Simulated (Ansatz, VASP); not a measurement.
**TaHPd in VASP and in Ansatz**

The input INCAR:

```
SYSTEM = TaHPd
ALGO = Normal ; EDIFF = 1E-6
ENCUT = 520 ; GGA = RP
ISIF = 2 ; ISMEAR = -1
LASPH = .True. ; LCHARG = .True.
LELF = .True. ; LREAL = .False.
LVHAR = .True. ; LWAVE = .False.
NBANDS = 31 ; NELM = 100
PREC = Accurate ; SIGMA = 0.1
```

Contents of KPOINTS:

```
k-points
0
Gamma
  6 6 3
  0 0 0
```

Contents of POSCAR:

```
TaHPd
1.0
    3.0630530000      0.0000000000      0.0000000000
    0.0000000000      3.0630530000      0.0000000000
    0.0000000000      0.0000000000      7.7545650000
Pd Ta H
2 2 2
Direct
    0.0000000000      0.5000000000      0.9000000000
    0.5000000000      0.0000000000      0.1000000000
    0.0000000000      0.5000000000      0.3350000000
    0.5000000000      0.0000000000      0.6650000000
    0.0000000000      0.5000000000      0.6170000000
    0.5000000000      0.0000000000      0.3830000000
```

Input for Ansatz:

```yaml
crystal:
  lattice:
    - [3.063053, 0.0, 0.0]
    - [0.0, 3.063053, 0.0]
    - [0.0, 0.0, 7.754565]
  atoms:
    - { symbol: Pd, position: [0.0, 0.5, 0.9] }
    - { symbol: Pd, position: [0.5, 0.0, 0.1] }
    - { symbol: Ta, position: [0.0, 0.5, 0.335] }
    - { symbol: Ta, position: [0.5, 0.0, 0.665] }
    - { symbol: H, position: [0.0, 0.5, 0.617] }
    - { symbol: H, position: [0.5, 0.0, 0.383] }
  symmetry: { tolerance: 0.0003 }
kpoints:
  mp_grid: { grid: [6, 6, 3], shift: [0, 0, 0] }
magnetization:
  spin_polarized: false
scf:
  occupations: { method: fermi_dirac }
hamiltonian:
  pseudopotentials: { kind: paw }
  xc: rpbe
basis:
  ecutwfc: 500
  ecutrho_ratio: 8
output:
  forces: true
  stress: true
  eigenvalues: true
```

The cell was built by a generator and needn't be a form met in nature.

Alike in both runs: task single point; functional RPBE; k mesh 6 × 6 × 3; no spin polarisation.

|  | VASP | Ansatz |
| --- | --- | --- |
| version | VASP 6.6.1 | Ansatz 0.2.0 |
| potentials or method | VASP PAW PBE potentials, release 64 (Pd, Ta_pv, H) | PAW plane waves |
| plane-wave cutoff (eV) | 520 | 500 |
| occupations | fermi-dirac, width 0.1 eV | fermi-dirac |
| valence electrons in the cell | 44 | 64 |

Ansatz gave:

| Property | Result |
| --- | --- |
| gap on the k mesh at the Fermi level (eV) | none |
| pressure (GPa) | -2.8 |
| largest component of the traceless stress (GPa) | 2.05 |
| rms of the force components (eV/Å) | 0.580 |

**Question.** Which values does VASP return?

**Answer.** gap on the k mesh at the Fermi level (eV): none; pressure (GPa): -2.8; largest component of the traceless stress (GPa): 2.09; rms of the force components (eV/Å): 0.572.

Atom by atom the forces differ by 0.008 eV/Å (rms over components). A gap of «none» marks a metal or a gap that the smearing closes. The two sets of potentials don't hold the same shells in valence.

Caveats: the PAW data sets were made with another functional, which shifts forces and pressure a little (VASP). Spin-orbit coupling is left out, which matters for the levels of Ta.
